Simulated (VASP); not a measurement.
VASP ran on this input.

File KPOINTS:
```
Automatic mesh
0
Gamma
5 5 3
0 0 0
```

POSCAR:
```
IrS
1
    3.7847350000     0.0000000000     0.0000000000
   -1.8923670000     3.2776760000     0.0000000000
    0.0000000000     0.0000000000     5.2749940000
Ir S
2 2
Direct
  0.0000000000   0.0000000000   0.0000000000
  0.0000000000   0.0000000000   0.5000000000
  0.3333330000   0.6666670000   0.2500000000
  0.6666670000   0.3333330000   0.7500000000
```

**INCAR**
```
SYSTEM = IrS
PREC = Accurate
ENCUT = 400
EDIFF = 1E-6
NELM = 100
ALGO = Normal
LREAL = .FALSE.
LASPH = .TRUE.
ISMEAR = 0
SIGMA = 0.05
GGA = PE
LMAXMIX = 6
LWAVE = .FALSE.
LCHARG = .FALSE.
ISIF = 2
ISPIN = 2
MAGMOM = 1.0 1.0 1.0 1.0 1.0 1.0
```

POTCAR, in this order: Ir S (PBE.64 set). Program: vasp_std.

### Question
One choice in this input is risky. Which, and does it do harm here?

### Answer
The risk: MAGMOM holds more values than there are atoms. Here it does no harm: the run (PBE GGA, plane waves, VASP's PBE PAW potentials (set 64)) converges to the same energy and pressure as with the safe setting.
OSZICAR:
```
       N       E                     dE             d eps       ncg     rms          rms(c)
DAV:   1     0.220063551698E+03    0.22006E+03   -0.11352E+04   840   0.107E+03
DAV:   2    -0.758153952255E+01   -0.22765E+03   -0.21427E+03   855   0.326E+02
DAV:   3    -0.239704634097E+02   -0.16389E+02   -0.15416E+02  1086   0.858E+01
DAV:   4    -0.246346661300E+02   -0.66420E+00   -0.65691E+00  1007   0.200E+01
DAV:   5    -0.246584052089E+02   -0.23739E-01   -0.23718E-01  1133   0.325E+00    0.247E+01
DAV:   6    -0.246898517163E+02   -0.31447E-01   -0.25549E+00  1194   0.160E+01    0.145E+01
DAV:   7    -0.246813978758E+02    0.84538E-02   -0.46487E-01  1186   0.705E+00    0.721E+00
DAV:   8    -0.246653137722E+02    0.16084E-01   -0.99075E-02  1057   0.234E+00    0.139E+00
DAV:   9    -0.246604795646E+02    0.48342E-02   -0.20375E-02  1266   0.139E+00    0.567E-01
DAV:  10    -0.246620963912E+02   -0.16168E-02   -0.43741E-03   970   0.385E-01    0.342E-01
DAV:  11    -0.246624203097E+02   -0.32392E-03   -0.59514E-04  1067   0.232E-01    0.154E-01
DAV:  12    -0.246624388671E+02   -0.18557E-04   -0.51246E-05  1005   0.497E-02    0.563E-02
DAV:  13    -0.246624411526E+02   -0.22855E-05   -0.13685E-05  1050   0.232E-02    0.245E-02
DAV:  14    -0.246624418104E+02   -0.65784E-06   -0.25491E-06   783   0.104E-02
   1 F= -.24662442E+02 E0= -.24659964E+02  d E =-.495516E-02  mag=     0.0017
```

The structure was generated: IrS was put into the NiAs type (P6_3/mmc), which need not be its known phase. The cell was not relaxed at this level.
